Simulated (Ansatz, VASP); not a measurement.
# Cross-check of Mg48H95 (V_H) between VASP and Ansatz

Wanted: the spread between two codes on one cell, functional and k mesh. The cell is taken from a series of runs on this material, whose earlier steps may have relaxed, scaled, displaced or heated it; both programs get it as it stands.

Program: Ansatz 0.2.0. Level of theory: plane waves, with VASP 6.6.1 beside it; single point at PBEsol. Results are calculated unless marked as measured.

## 1. The structure

The cell holds 143 atoms: 48 Mg and 95 H. Its edges and angles: a = 10.787 Å, b = 16.181 Å, c = 12.663 Å, α = 54.1°, β = 54.1°, γ = 71.9°. It derives from MgH2 (MgH2 (P4_2/mnm)). Nearest the centre at fractional (0.473, 0.518, 0.625): Mg16 at 2.34 Å, Mg37 at 2.35 Å, Mg47 at 2.35 Å, H79 at 2.37 Å, H124 at 2.56 Å, H120 at 2.57 Å, H117 at 2.60 Å, H121 at 2.61 Å. The cell carries charge +1.

## 2. Ansatz: single point, PBEsol

Ansatz runs on its default PAW (the set named soft_2) files.

A single point gives forces, pressure and levels at one fixed geometry, so differences don't come from the geometry; what else differs is listed under the comparison.

Input file input.yaml:

```yaml
crystal:
  lattice:
    - [0.0, 8.95437031, 6.0154814]
    - [13.43155546, 0.0, 9.0232221]
    - [8.95437031, 8.95437031, 0.0]
  atoms:
    - { symbol: Mg, position: [0.12689947077, 0.08298345655, 0.12427633325] }
    - { symbol: Mg, position: [0.3796579166, 0.24785481043, 0.37397759003] }
[... 3 atom lines left out ...]
    - { symbol: H, position: [0.25116944186, 0.16866423115, 0.09473457838] }
[... 2 atom lines left out ...]
    - { symbol: H, position: [0.00351475371, -0.00107615239, 0.15140049479] }
    - { symbol: H, position: [0.25164851936, 0.16733847314, 0.40013627082] }
    - { symbol: H, position: [0.02867889857, 0.14938036273, 0.37165606721] }
[... 1 atom line left out ...]
    - { symbol: Mg, position: [0.13125510613, 0.07987549952, 0.62394420694] }
    - { symbol: Mg, position: [0.37272666317, 0.25466936022, 0.87243834939] }
[... 1 atom line left out ...]
    - { symbol: Mg, position: [0.25230500521, 0.16730093598, 0.74874587795] }
[... 4 atom lines left out ...]
    - { symbol: H, position: [0.00025812041, -6.379927e-05, 0.65149408622] }
[... 12 atom lines left out ...]
    - { symbol: H, position: [0.24774286152, 0.500410657, 0.40406817619] }
    - { symbol: H, position: [0.01996819159, 0.47881661767, 0.37996922489] }
    - { symbol: H, position: [0.27571804288, 0.64785961757, 0.12525814482] }
    - { symbol: Mg, position: [0.1251607777, 0.41507937961, 0.62588649346] }
[... 1 atom line left out ...]
    - { symbol: Mg, position: [0.01613695565, 0.32610559603, 0.49694534697] }
    - { symbol: Mg, position: [0.20397929803, 0.50515821393, 0.7687886816] }
    - { symbol: H, position: [-0.00088289173, 0.33288346537, 0.84817961036] }
[... 3 atom lines left out ...]
    - { symbol: H, position: [0.25757566283, 0.49805297532, 0.8939062168] }
[... 1 atom line left out ...]
    - { symbol: H, position: [0.28562346413, 0.64303344684, 0.62413817852] }
[... 8 atom lines left out ...]
    - { symbol: H, position: [-0.00263696247, 0.66709415692, 0.15327783326] }
[... 7 atom lines left out ...]
    - { symbol: H, position: [0.00862727502, 0.65979632067, 0.84675333767] }
[... 9 atom lines left out ...]
    - { symbol: Mg, position: [0.49877959882, 0.00209355629, -0.00115173107] }
    - { symbol: Mg, position: [0.74830865324, 0.16437241184, 0.2522814595] }
[... 1 atom line left out ...]
    - { symbol: H, position: [0.75024019661, 0.16745747082, 0.09628452024] }
    - { symbol: H, position: [0.72452471584, 0.01645719493, 0.37492848089] }
    - { symbol: H, position: [0.97084136293, 0.18113959891, 0.1289784597] }
[... 2 atom lines left out ...]
    - { symbol: H, position: [0.52811560286, 0.14608732016, 0.37617454443] }
[... 2 atom lines left out ...]
    - { symbol: Mg, position: [0.87653638634, 0.24905939474, 0.87406642482] }
[... 2 atom lines left out ...]
    - { symbol: H, position: [0.50086897461, -0.00027436602, 0.84777405245] }
    - { symbol: H, position: [0.75455287207, 0.16348477742, 0.5981882295] }
    - { symbol: H, position: [0.7219114002, 0.01298540081, 0.8803198301] }
[... 1 atom line left out ...]
    - { symbol: H, position: [0.50049369073, -0.00039331248, 0.65195558148] }
[... 18 atom lines left out ...]
    - { symbol: Mg, position: [0.74962755651, 0.49943799188, 0.75107739129] }
[... 2 atom lines left out ...]
    - { symbol: H, position: [0.7237112661, 0.35161455799, 0.86784265789] }
[... 2 atom lines left out ...]
    - { symbol: H, position: [0.74575187755, 0.50085922232, 0.90318677194] }
    - { symbol: H, position: [0.52747147038, 0.48182285247, 0.87661746414] }
    - { symbol: H, position: [0.77899085615, 0.64738867463, 0.62383292383] }
    - { symbol: Mg, position: [0.62751880127, 0.75049214864, 0.12310742772] }
    - { symbol: Mg, position: [0.87807726819, 0.91619113212, 0.37403225946] }
    - { symbol: Mg, position: [0.49834317078, 0.66701973756, 0.00028825009] }
[... 1 atom line left out ...]
    - { symbol: H, position: [0.5052329444, 0.66035850743, 0.35546385774] }
[... 1 atom line left out ...]
    - { symbol: H, position: [0.71698310647, 0.68891459562, 0.3750051541] }
    - { symbol: H, position: [0.97940935128, 0.8535059933, 0.12036770276] }
    - { symbol: H, position: [0.50068461436, 0.66749183168, 0.1525451204] }
[... 1 atom line left out ...]
    - { symbol: H, position: [0.53727967328, 0.83348587004, 0.35496182928] }
[... 3 atom lines left out ...]
    - { symbol: Mg, position: [0.49220339274, 0.69803908321, 0.48007308501] }
[... 5 atom lines left out ...]
    - { symbol: H, position: [0.50509266797, 0.65997513593, 0.64853318921] }
[... 2 atom lines left out ...]
    - { symbol: H, position: [0.77625909173, 0.98237677872, 0.62405530171] }
  host:
    repeats: [2, 3, 2]
    atoms:
      - { symbol: Mg, position: [0.25, 0.25, 0.25] }
      - { symbol: Mg, position: [0.75, 0.75, 0.75] }
      # ... 10 more atoms of the perfect host
total_charge: 1
basis:
  ecutwfc: 420
  xc_grid: 2
hamiltonian:
  xc: pbesol
kpoints:
  mp_grid: { grid: [1, 1, 1] }
scf:
  occupations: { method: fermi_dirac, width: 0.01 }
  max_iter: 60
output:
  forces: true
  charged_corrections:
    epsilon: [4.16, 4.16, 4.21]
    static_epsilon: [11.89, 11.89, 8.5]
    defect_position: [0.472772, 0.518152, 0.625]
checkpoint:
  read: "../qp1.relax_smeared.run"
  write: "../cc1.qp1.l1.4.run"
  compress: false
  write_wavefunctions: false
  write_every: 100000
```

Started as:

```console
ansatz run input.yaml --threads 4 --pin off --max-ram 7536MiB --backend cpu --events-out ev --progress --plain --runs-dir out
```

Numbers of over 12 decimals in the logs are rounded to 6 here.

Output:

```text
Warning: checkpoint.read: the run can stay near the saved state's solution: 143 site(s) moved relative to the saved geometry (max |Δs| = 1.218e-2 fractional); the SCF starts from the saved state under `checkpoint.density_extrapolation: transplant`, in force with no word given; its orbitals are not used off its sites. A run without `checkpoint.read` takes nothing of the state. A lower free energy from it at the same positions (and U, V and field ramp, if any) shows a solution that this start missed, and an equal or higher one rules none out (checkpoint.read, Limitations, in the input reference)
Engine: ansatz 0.2.0, x86_64-unknown-linux-gnu
Pseudopotentials: kind: paw
Pseudopotential: Mg, paw, valence charge 10, recommended cutoff 420 eV (normal), Mg.paw.azcp
Pseudopotential: H, paw, valence charge 1, recommended cutoff 420 eV (normal), H.paw.azcp
Functional definition: PBEsol
  exchange = pbesol_x
  correlation = pbesol_c
Crystal: 143 atoms, lattice volume = 1446.977 Å³
Basis set: ecut = 420 eV, 28237 PW (Γ), exchange–correlation on 150×240×180 points (8 copies of the dense FFT grid, shifted against one another)
Bands: 430, of which v1, the nominal top of the filled ones, is band 287 counted from 1 (286 counted from 0)
Symmetry: 1 space group operations
Space group: P1 (ITA 1), of the structure as read, at distance tolerance 1.1e-4 Å
k-points: 1
Non-local potential: Mg, projectors of the file, l = 0: 3, l = 1: 2, l = 2: 1
Non-local potential: H, projectors of the file, l = 0: 2, l = 1: 1
PAW form: soft (Blöchl's): semilocal exchange-correlation on the pseudo side does not see the compensation charge
PAW frozen core: Mg, regenerated for the run's functional, and the local potential with it (the file was generated under x = pbe(κ = 0.804, μ = 0.219515), c = pbe(β = 0.066725))
PAW one-centre angular grid: Mg, 110 points (default); XC on 64 Gauss nodes
PAW one-centre angular grid: H, 110 points (default); XC on 64 Gauss nodes
Initial density: read from a saved state, or passed on in memory by an earlier SCF of this step, an earlier step, the calling program or the single point that the run made first, carried with its atoms to this geometry
Initial wavefunctions: pseudopotential atomic-orbital guess
Functional: x = pbesol(κ = 0.804, μ = 0.123457), c = pbesol(β = 0.046)
iter 1 solved again at ethr=1.96e-5 eV; its pass at ethr=3.10e-3 eV (dr2=1.13e-1 eV) is discarded
SCF iter   1: F=—  HF=-93294.388774 eV  |F-HF|=—  |Δ(HF+E_count)|=         —  Δρ=3.12e-3  dr2=1.12e-1  ethr=1.96e-5  ⟨swp⟩=14.0  Hψ=3577  notcnv=0  defer=6
preconditioner: auto → Resta (q_TF=auto, 2.339 Å⁻¹)  ε∞=2.9  [insulator: Δε(μ)=3.642 eV  Ē_g=9.887 eV  σ=0.010 eV  W_gap=1.00  n_scr=296 (ndim 8)  ℏωp=13.5 eV  f_vac=0.005  D(μ)=0.00/eV (n_scr^D=0)  ε∞_Penn≈2.9]
SCF iter   2: F=—  HF=-93294.378300 eV  |F-HF|=—  |Δ(HF+E_count)|=   1.05e-2  Δρ=1.65e-3  dr2=3.15e-2  ethr=1.96e-5  ⟨swp⟩=2.0  Hψ=732  notcnv=0  defer=137
SCF iter   3: F=—  HF=-93294.378104 eV  |F-HF|=—  |Δ(HF+E_count)|=   1.95e-4  Δρ=1.53e-4  dr2=5.89e-4  ethr=5.48e-6  ⟨swp⟩=3.0  Hψ=539  notcnv=0  defer=41
automatic band count: iteration 3 solves 333 bands in place of 430: the levels show a gap, and the empty bands left out lie too high to hold charge; the band table lists the bands solved (type scf.n_extra_bands for more)
SCF iter   4: F=—  HF=-93294.378721 eV  |F-HF|=—  |Δ(HF+E_count)|=   6.16e-4  Δρ=4.66e-5  dr2=6.75e-5  ethr=1.03e-7  ⟨swp⟩=2.0  Hψ=534  notcnv=0  defer=41
SCF iter   5: F=—  HF=-93294.378730 eV  |F-HF|=—  |Δ(HF+E_count)|=   9.61e-6  Δρ=1.17e-5  dr2=3.50e-6  ethr=1.18e-8  ⟨swp⟩=2.0  Hψ=534  notcnv=0  defer=41
SCF iter   6: F=—  HF=-93294.378736 eV  |F-HF|=—  |Δ(HF+E_count)|=   5.95e-6  Δρ=3.26e-6  dr2=1.66e-7  ethr=6.10e-10  ⟨swp⟩=2.0  Hψ=579  notcnv=0  defer=41
SCF iter   7: F=-93294.378737 eV  HF=-93294.378737 eV  |F-HF|=5.72e-9  |Δ(HF+E_count)|=   2.44e-7  Δρ=7.48e-7  dr2=7.33e-9  ethr=1.74e-11  ⟨swp⟩=10.0  Hψ=1307  notcnv=0
SCF 1 converged in 7 iterations: F = -93294.378737 eV  dr2 = 7.33e-9
  greatest PAW one-centre occupation: 1.000 electrons in one spin orbital (limit 2), on the Mg atom at site 107 (counted from 0), in its partial waves of l = 0
SCF converged after 7 iterations
Free energy (F): -93294.378737 eV
Harris-Foulkes:  -93294.378737 eV  (|F-HF|=5.72e-9)
Internal energy: -93294.378737 eV  (E = F + TS)
E sigma→0 (E₀):  -93294.378737 eV
Fermi energy:    3.805679 eV
--- Per-component energies (eV) ---
  E_band       = -17902.772192
  E_kinetic    = 4943.683939
  E_local      = -82645.792013  (includes V_loc(G=0)·N_el)
  E_nonlocal   = 4729.828462
  E_hartree    = 29642.266317
  E_xc         = -2225.747019
  E_vxc        = -2892.715251  (∫ρ·V_xc dr)
  E_paw        = -13533.207216  (= ΣΔE_a)
  E_vpaw       = -1322.191739  (= ΣTr[D̂ρ^β])
  E_aug_tail   = -0.119887  (compensation charges beyond the density's cutoff)
  E_ewald      = -34208.116708
[...]
atom  54  H      0.01200655    -0.04874337     0.00762976
  atom  55  H      0.00845658    -0.02442298     0.02082713
  atom  56  H     -0.00717955    -0.00320379     0.03205691
  atom  57  H      0.02072371    -0.02061499     0.03985063
  atom  58  H      0.01950184    -0.01894653     0.01841188
  atom  59  H      0.00007637    -0.00648059    -0.00827367
  atom  60  Mg    -0.12398717     0.12194056    -0.01406756
  atom  61  Mg    -0.00645691     0.01295546    -0.01507288
  atom  62  Mg    -0.01922096     0.02339129    -0.02376801
  atom  63  Mg    -0.04570920     0.01348400    -0.03613617
  atom  64  H      0.01918166    -0.01605449    -0.02263757
  atom  65  H      0.02251604    -0.02013817     0.04140234
  atom  66  H      0.04921016    -0.01090071     0.00730136
  atom  67  H      0.02620846    -0.01124108     0.02396872
  atom  68  H      0.01601252    -0.01850223    -0.02060780
  atom  69  H      0.00833925    -0.00427290     0.01384221
  atom  70  H      0.01786400    -0.02030022     0.01908718
  atom  71  H      0.00819866    -0.00502868     0.00556535
  atom  72  Mg     0.00518478    -0.01959144     0.00038705
  atom  73  Mg     0.02872126    -0.02826053     0.03357122
  atom  74  Mg     0.01176333    -0.00116083     0.01093078
  atom  75  Mg     0.00208090    -0.00450271     0.01846051
  atom  76  H      0.01022910     0.00098182     0.00984387
  atom  77  H     -0.00076746     0.01029457    -0.00854762
[...]
atom 136  H      0.04475323     0.03317394     0.01186814
  atom 137  H      0.01315440     0.00186678     0.01359010
  atom 138  H      0.01404229    -0.01421347     0.01040115
  atom 139  H      0.01548806    -0.01461698     0.00754705
  atom 140  H      0.11472433     0.00250734     0.09765185
  atom 141  H     -0.00333026    -0.01348749     0.01325582
  atom 142  H      0.00957217    -0.00984173     0.01593577
  atom 143  H      0.00209949    -0.00370814     0.00254776
  max |Σ_I F_I| component: 6.07e-5 eV/Å
--- Charged-cell corrections in eV (Makov–Payne, q = +1.000 e, ε = [4.160, 4.160, 4.210] of the electrons, [11.890, 11.890, 8.500] with the ions) ---
  F (periodic)     = -93294.378737  (uncorrected; the corrections below are reported, never added to it)
  E_corr1          = +0.427826  (monopole, q²α_M/2ε̄L, of the cell on which ε is isotropic)
  F Makov-Payne    = n/a  (the rows are of the electrons' constant alone; ansatz place-levels tells what screens the charge)
  no potential alignment in this run, which stands beside a crystal: run the host's input off ansatz write-host-input, and read the two finished runs by ansatz place-levels (neither reads a slab, a wire or a sheet, whose cell leaves a vacuum)
--- Band table (eV) ---
  k-point 0: bands = [... 283 lower, 1.7492, 1.7787, 1.9083, 1.9865, 5.6254, 5.6547, 5.7965, 5.8519, ... 42 higher]
```

In the SCF lines HF is the Harris–Foulkes energy and dr2 the Hartree energy of the density residual, in eV; the loop may stop once dr2 is under the threshold and the program's other checks hold. Hψ counts applications of the Hamiltonian.

[end of part 1 of 2]

[Lines on the potential files, build, host, timing and source positions are cut from VASP's logs without a mark.]

[Logs are printed without paths, hosts, clocks, repeated set-up lines and the standing remarks that a program may print on its own settings, such as how far it seeks lower states.]

[Hosts, paths, dates, database ids (printed as entryN), source tags and the programs' standing remarks are cut or masked in the printed files.]
